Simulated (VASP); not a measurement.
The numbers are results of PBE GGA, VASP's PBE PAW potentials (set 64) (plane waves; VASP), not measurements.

VASP input:

INCAR:
```
LMAXMIX=6
SYSTEM=HfO2
LREAL=F
ENCUT=620   # plane-wave cut-off (eV)
LASPH=T
ALGO=Normal   # blocked Davidson
LCHARG=F
PREC=Accurate
NSW=40
NELM=100   # most electronic steps
LWAVE=F
ISIF=3   # ions, shape and volume
ISMEAR=0   # Gaussian
IBRION=2   # conjugate gradients
EDIFF=1E-6   # SCF stop (eV)
SIGMA=0.05
EDIFFG=-0.02   # ionic stop
GGA=PE
```

File KPOINTS:
```
Automatic
0
Gamma
 8 8 8
0 0 0
```

**POSCAR**
```
HfO2
1
    0.0000000000     2.5351803561     2.5351803561
    2.5351803561    -0.0000000000     2.5351803561
    2.5351803561     2.5351803561     0.0000000000
Hf O
1 2
Direct
  0.0000000000   0.0000000000   0.0000000000
  0.2500000000   0.2500000000   0.2500000000
  0.7500000000   0.7500000000   0.7500000000
```

POTCAR, in this order: Hf_pv O (PBE.64 set). Program: vasp_std.

What VASP printed:

### OSZICAR
```
       N       E                     dE             d eps       ncg     rms          rms(c)
DAV:   1     0.116626044116E+03    0.11663E+03   -0.14111E+04   870   0.166E+03
DAV:   2    -0.314399536409E+02   -0.14807E+03   -0.14491E+03  1108   0.348E+02
DAV:   3    -0.360031007654E+02   -0.45631E+01   -0.45587E+01  1115   0.598E+01
DAV:   4    -0.360285297768E+02   -0.25429E-01   -0.25426E-01  1094   0.482E+00
DAV:   5    -0.360287437210E+02   -0.21394E-03   -0.21394E-03  1101   0.405E-01    0.482E+01
DAV:   6    -0.303885253632E+02    0.56402E+01   -0.30016E+01   968   0.388E+01    0.430E+01
DAV:   7    -0.302910105791E+02    0.97515E-01   -0.78237E-01  1073   0.832E+00    0.290E+01
DAV:   8    -0.302669012718E+02    0.24109E-01   -0.23365E-01  1073   0.513E+00    0.607E+00
DAV:   9    -0.302553015815E+02    0.11600E-01   -0.45266E-02  1052   0.195E+00    0.169E+00
DAV:  10    -0.302553614210E+02   -0.59839E-04   -0.46740E-03  1135   0.542E-01    0.300E-01
DAV:  11    -0.302553324963E+02    0.28925E-04   -0.30181E-04  1031   0.147E-01    0.219E-01
DAV:  12    -0.302553437233E+02   -0.11227E-04   -0.53568E-05  1144   0.558E-02    0.562E-02
DAV:  13    -0.302553446354E+02   -0.91218E-06   -0.19931E-06   981   0.117E-02
   1 F= -.30255345E+02 E0= -.30255345E+02  d E =-.302553E+02
```

**OUTCAR**
```
------------------------ aborting loop because EDIFF is reached ----------------------------------------
  FORCE on cell =-STRESS in cart. coord.  units (eV):
  Direction    XX          YY          ZZ          XY          YZ          ZX
  --------------------------------------------------------------------------------------
  Total        0.0017820      0.0017820      0.0017820      0.0000000      0.0000000      0.0000000
  in kB        0.0876129      0.0876129      0.0876129      0.0000000      0.0000000      0.0000000
  external PRESSURE =       0.0876129 kB  Pullay stress =       0.0000000 kB
  volume of cell :       32.59
      direct lattice vectors                 reciprocal lattice vectors
     0.000000000  2.535180356  2.535180356    -0.197224627  0.197224627  0.197224627
     2.535180356  0.000000000  2.535180356     0.197224627 -0.197224627  0.197224627
     2.535180356  2.535180356  0.000000000     0.197224627  0.197224627 -0.197224627
 POSITION                                       TOTAL-FORCE (eV/Angst)
 -----------------------------------------------------------------------------------
      0.00000      0.00000      0.00000         0.000000     -0.000000     -0.000000
      1.26759      1.26759      1.26759         0.000000      0.000000      0.000000
      3.80277      3.80277      3.80277        -0.000000     -0.000000     -0.000000
 -----------------------------------------------------------------------------------
    total drift:                                0.000000     -0.000000      0.000000
  FREE ENERGIE OF THE ION-ELECTRON SYSTEM (eV)
  ---------------------------------------------------
  free  energy   TOTEN  =       -30.2553446354 eV

  energy  without entropy=      -30.2553446354  energy(sigma->0) =      -30.25534464

 reached required accuracy - stopping structural energy minimisation
```
(Selected blocks of OUTCAR.)

The compound is HfO2 in the fluorite structure, the high-temperature cubic form, which is unstable at 0 K; the monoclinic form is the stable one. It was relaxed first.
